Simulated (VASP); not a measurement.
All values below come from PBE GGA with D3 dispersion (Becke-Johnson damping), VASP's PBE PAW potentials (set 64) (plane waves; VASP).

VASP ran on this input.

### INCAR
```
SYSTEM  =  MoTe2
PREC  =  Accurate; ENCUT  =  520; LREAL  =  .FALSE.
LASPH  =  .TRUE.
EDIFF  =  1E-6; NELM  =  100; ALGO  =  Normal
LMAXMIX  =  4
ISMEAR  =  0; SIGMA  =  0.05
GGA  =  PE; IVDW  =  12
IBRION  =  2; NSW  =  60; ISIF  =  3
EDIFFG  =  -0.02
LWAVE  =  .FALSE.; LCHARG  =  .FALSE.
```

POSCAR:
```
MoTe2
1
    1.7490701078    -3.0294778795     0.0000000000
    1.7490701078     3.0294778795    -0.0000000000
    0.0000000000     0.0000000000    13.5584228464
Te Mo
4 2
Direct
  0.3333330000   0.6666670000   0.8840149568
  0.6666670000   0.3333330000   0.3840149568
  0.6666670000   0.3333330000   0.1159850432
  0.3333330000   0.6666670000   0.6159850432
  0.3333330000   0.6666670000   0.2500000000
  0.6666670000   0.3333330000   0.7500000000
```

File KPOINTS:
```
Automatic mesh
0
Gamma
7 7 2
0 0 0
```

POTCAR, in this order: Te Mo_sv (PBE.64 set). Program: vasp_std.

Output of the run:

OSZICAR:
```
...
DAV:   1     0.417666346041E+03    0.41767E+03   -0.27358E+04  1136   0.151E+03
DAV:   2    -0.127450470666E+02   -0.43041E+03   -0.42272E+03  1230   0.357E+02
DAV:   3    -0.364217022988E+02   -0.23677E+02   -0.23327E+02  1266   0.706E+01
DAV:   4    -0.370976254252E+02   -0.67592E+00   -0.67181E+00  1206   0.115E+01
DAV:   5    -0.371187605978E+02   -0.21135E-01   -0.21121E-01  1297   0.205E+00    0.221E+01
DAV:   6    -0.363382194372E+02    0.78054E+00   -0.84502E+00  1185   0.145E+01    0.919E+00
DAV:   7    -0.363037811525E+02    0.34438E-01   -0.84356E+00  1143   0.116E+01    0.642E+00
DAV:   8    -0.358751165861E+02    0.42866E+00   -0.18436E+00  1220   0.618E+00    0.335E+00
DAV:   9    -0.358771742714E+02   -0.20577E-02   -0.25057E-01  1304   0.226E+00    0.133E+00
DAV:  10    -0.358711783976E+02    0.59959E-02   -0.45714E-02  1229   0.108E+00    0.416E-01
DAV:  11    -0.358714894300E+02   -0.31103E-03   -0.22847E-03  1245   0.256E-01    0.292E-01
DAV:  12    -0.358713928778E+02    0.96552E-04   -0.34180E-04  1156   0.911E-02    0.186E-01
DAV:  13    -0.358713565197E+02    0.36358E-04   -0.11937E-04  1244   0.580E-02    0.981E-02
DAV:  14    -0.358713560245E+02    0.49511E-06   -0.11069E-05  1133   0.135E-02    0.691E-02
DAV:  15    -0.358713542222E+02    0.18024E-05   -0.25149E-06   920   0.823E-03    0.364E-02
DAV:  16    -0.358713524185E+02    0.18036E-05   -0.41656E-06   894   0.890E-03    0.168E-02
DAV:  17    -0.358713521697E+02    0.24886E-06   -0.50751E-07   657   0.358E-03
   1 F= -.39226793E+02 E0= -.39226793E+02  d E =-.392268E+02
       N       E                     dE             d eps       ncg     rms          rms(c)
DAV:   1    -0.358879187847E+02   -0.16566E-01   -0.21672E-01  1008   0.316E+00    0.663E-01
DAV:   2    -0.358841414247E+02    0.37774E-02   -0.78238E-02  1202   0.134E+00    0.545E-01
DAV:   3    -0.358810008782E+02    0.31405E-02   -0.17111E-02  1113   0.512E-01    0.146E-01
DAV:   4    -0.358808454151E+02    0.15546E-03   -0.19176E-03  1194   0.186E-01    0.994E-02
DAV:   5    -0.358807261530E+02    0.11926E-03   -0.52724E-04  1239   0.116E-01    0.103E-01
DAV:   6    -0.358807229535E+02    0.31995E-05   -0.44684E-05  1192   0.294E-02    0.290E-02
DAV:   7    -0.358807214941E+02    0.14595E-05   -0.63612E-06  1063   0.115E-02    0.161E-02
DAV:   8    -0.358807220354E+02   -0.54137E-06   -0.77764E-07   601   0.468E-03
   2 F= -.39227781E+02 E0= -.39227781E+02  d E =-.987941E-03
       N       E                     dE             d eps       ncg     rms          rms(c)
DAV:   1    -0.358876376708E+02   -0.69162E-02   -0.65590E-02  1008   0.173E+00    0.364E-01
DAV:   2    -0.358864939987E+02    0.11437E-02   -0.23567E-02  1216   0.736E-01    0.300E-01
DAV:   3    -0.358855449653E+02    0.94903E-03   -0.52005E-03  1120   0.281E-01    0.808E-02
DAV:   4    -0.358854948657E+02    0.50100E-04   -0.57108E-04  1201   0.102E-01    0.545E-02
DAV:   5    -0.358854587427E+02    0.36123E-04   -0.16224E-04  1232   0.638E-02    0.563E-02
DAV:   6    -0.358854566104E+02    0.21323E-05   -0.13886E-05  1105   0.163E-02    0.158E-02
DAV:   7    -0.358854559686E+02    0.64178E-06   -0.17631E-06   705   0.669E-03
   3 F= -.39227916E+02 E0= -.39227916E+02  d E =-.112381E-02
       N       E                     dE             d eps       ncg     rms          rms(c)
DAV:   1    -0.358860046732E+02   -0.54806E-03   -0.23858E-02  1006   0.928E-01    0.183E-01
DAV:   2    -0.358858050548E+02    0.19962E-03   -0.14281E-03  1123   0.180E-01    0.881E-02
DAV:   3    -0.358857594686E+02    0.45586E-04   -0.13957E-04  1260   0.643E-02    0.336E-02
DAV:   4    -0.358857458277E+02    0.13641E-04   -0.10365E-04  1230   0.447E-02    0.398E-02
DAV:   5    -0.358857422210E+02    0.36068E-05   -0.34876E-05  1224   0.250E-02    0.499E-03
DAV:   6    -0.358857425341E+02   -0.31311E-06   -0.18204E-06   734   0.711E-03
   4 F= -.39228432E+02 E0= -.39228432E+02  d E =-.515497E-03
       N       E                     dE             d eps       ncg     rms          rms(c)
DAV:   1    -0.358869372296E+02   -0.11950E-02   -0.93073E-02   992   0.183E+00    0.367E-01
DAV:   2    -0.358861536964E+02    0.78353E-03   -0.55645E-03  1100   0.356E-01    0.172E-01
DAV:   3    -0.358859739087E+02    0.17979E-03   -0.52603E-04  1260   0.126E-01    0.655E-02
DAV:   4    -0.358859172456E+02    0.56663E-04   -0.38632E-04  1209   0.866E-02    0.770E-02
DAV:   5    -0.358859026703E+02    0.14575E-04   -0.12953E-04  1238   0.482E-02    0.100E-02
DAV:   6    -0.358859030708E+02   -0.40047E-06   -0.78600E-06  1074   0.140E-02
   5 F= -.39229058E+02 E0= -.39229058E+02  d E =-.114145E-02
       N       E                     dE             d eps       ncg     rms          rms(c)
DAV:   1    -0.358887685269E+02   -0.28659E-02   -0.37256E-01   992   0.366E+00    0.745E-01
DAV:   2    -0.358856293874E+02    0.31391E-02   -0.22229E-02  1093   0.711E-01    0.344E-01
DAV:   3    -0.358849057492E+02    0.72364E-03   -0.20704E-03  1244   0.252E-01    0.132E-01
DAV:   4    -0.358846719542E+02    0.23379E-03   -0.15257E-03  1202   0.172E-01    0.154E-01
DAV:   5    -0.358846104254E+02    0.61529E-04   -0.51028E-04  1238   0.963E-02    0.203E-02
DAV:   6    -0.358846104987E+02   -0.73334E-07   -0.30882E-05  1219   0.277E-02    0.207E-02
DAV:   7    -0.358846115149E+02   -0.10161E-05   -0.11168E-06   759   0.521E-03    0.574E-03
DAV:   8    -0.358846120106E+02   -0.49576E-06   -0.65155E-07   566   0.353E-03
   6 F= -.39228746E+02 E0= -.39228746E+02  d E =-.829908E-03
       N       E                     dE             d eps       ncg     rms          rms(c)
DAV:   1    -0.358875562126E+02   -0.29447E-02   -0.16402E-01   992   0.243E+00    0.485E-01
DAV:   2    -0.358861686227E+02    0.13876E-02   -0.96916E-03  1093   0.470E-01    0.224E-01
DAV:   3    -0.358858509441E+02    0.31768E-03   -0.88281E-04  1244   0.165E-01    0.860E-02
DAV:   4    -0.358857432707E+02    0.10767E-03   -0.66932E-04  1202   0.114E-01    0.100E-01
DAV:   5    -0.358857124996E+02    0.30771E-04   -0.22427E-04  1210   0.633E-02    0.128E-02
DAV:   6    -0.358857107902E+02    0.17094E-05   -0.13674E-05  1083   0.185E-02    0.131E-02
DAV:   7    -0.358857104068E+02    0.38334E-06   -0.48512E-07   650   0.387E-03
   7 F= -.39229187E+02 E0= -.39229187E+02  d E =-.127083E-02
       N       E                     dE             d eps       ncg     rms          rms(c)
DAV:   1    -0.358902346289E+02   -0.45238E-02   -0.18797E-02  1049   0.953E-01    0.212E-01
DAV:   2    -0.358898614799E+02    0.37315E-03   -0.82240E-03  1171   0.458E-01    0.158E-01
DAV:   3    -0.358895383296E+02    0.32315E-03   -0.19695E-03  1139   0.167E-01    0.512E-02
DAV:   4    -0.358895294706E+02    0.88590E-05   -0.11808E-04  1126   0.487E-02    0.266E-02
DAV:   5    -0.358895212500E+02    0.82206E-05   -0.38160E-05  1185   0.342E-02    0.307E-02
DAV:   6    -0.358895180438E+02    0.32062E-05   -0.93019E-06  1030   0.135E-02    0.756E-03
DAV:   7    -0.358895176692E+02    0.37464E-06   -0.52002E-07   531   0.447E-03
   8 F= -.39229446E+02 E0= -.39229446E+02  d E =-.259156E-03
       N       E                     dE             d eps       ncg     rms          rms(c)
DAV:   1    -0.359069427375E+02   -0.17425E-01   -0.16832E-01  1041   0.285E+00    0.632E-01
DAV:   2    -0.359035581175E+02    0.33846E-02   -0.73539E-02  1171   0.138E+00    0.469E-01
DAV:   3    -0.359006700582E+02    0.28881E-02   -0.17141E-02  1117   0.498E-01    0.155E-01
DAV:   4    -0.359006039401E+02    0.66118E-04   -0.10928E-03  1192   0.147E-01    0.799E-02
DAV:   5    -0.359005339327E+02    0.70007E-04   -0.34495E-04  1171   0.103E-01    0.914E-02
DAV:   6    -0.359005203051E+02    0.13628E-04   -0.84492E-05  1250   0.408E-02    0.231E-02
DAV:   7    -0.359005195395E+02    0.76554E-06   -0.42707E-06   975   0.883E-03
   9 F= -.39229834E+02 E0= -.39229834E+02  d E =-.646966E-03
```

### OUTCAR
```
------------------------ aborting loop because EDIFF is reached ----------------------------------------
 Edisp (eV)   -3.32931
  FORCE on cell =-STRESS in cart. coord.  units (eV):
  Direction    XX          YY          ZZ          XY          YZ          ZX
  --------------------------------------------------------------------------------------
  Total       0.02231     0.02231     0.00238     0.00000     0.00000     0.00000
  in kB       0.24683     0.24683     0.02635     0.00000     0.00000     0.00000
  external pressure =        0.17 kB  Pullay stress =        0.00 kB
  volume of cell :      144.81
      direct lattice vectors                 reciprocal lattice vectors
     1.747746891 -3.027186001  0.000000000     0.286082615 -0.165169897  0.000000000
     1.747746891  3.027186001  0.000000000     0.286082615  0.165169897  0.000000000
    -0.000000000 -0.000000000 13.685397269     0.000000000  0.000000000  0.073070586
 POSITION                                       TOTAL-FORCE (eV/Angst)
 -----------------------------------------------------------------------------------
      1.74775      1.00906     12.08259        -0.000000     -0.000000     -0.003626
      1.74775     -1.00906      5.23989         0.000000      0.000000     -0.003626
      1.74775     -1.00906      1.60280         0.000000      0.000000      0.003626
      1.74775      1.00906      8.44550         0.000000     -0.000000      0.003626
      1.74775      1.00906      3.42135        -0.000000     -0.000000     -0.000000
      1.74775     -1.00906     10.26405         0.000000      0.000000     -0.000000
 -----------------------------------------------------------------------------------
    total drift:                               -0.000246      0.001606     -0.000026
  FREE ENERGIE OF THE ION-ELECTRON SYSTEM (eV)
  ---------------------------------------------------
  free  energy   TOTEN  =       -39.2298342049 eV

  energy  without entropy=      -39.2298342049  energy(sigma->0) =      -39.22983420

 reached required accuracy - stopping structural energy minimisation
```
(Selected blocks of OUTCAR.)

**CONTCAR**
```
MoTe2
   1.00000000000000
     1.7477468906331608   -3.0271860010848290    0.0000000000000000
     1.7477468906331608    3.0271860010848290    0.0000000000000000
    -0.0000000000000000   -0.0000000000000000   13.6853972692600880
  Te              Mo
     4     2
Direct
     0.3333330000000032    0.6666669999999968    0.8828821677877019
     0.6666669999999968    0.3333330000000032    0.3828821677877018
     0.6666669999999968    0.3333330000000032    0.1171178322122981
     0.3333330000000032    0.6666669999999968    0.6171178322122981
     0.3333330000000032    0.6666669999999968    0.2500000000000000
     0.6666669999999968    0.3333330000000032    0.7500000000000000
```

The compound is MoTe2 in the 2H layered structure. This run relaxes it. Symmetry was kept, so distortions that lower it aren't found. The start is the result of an earlier pass.
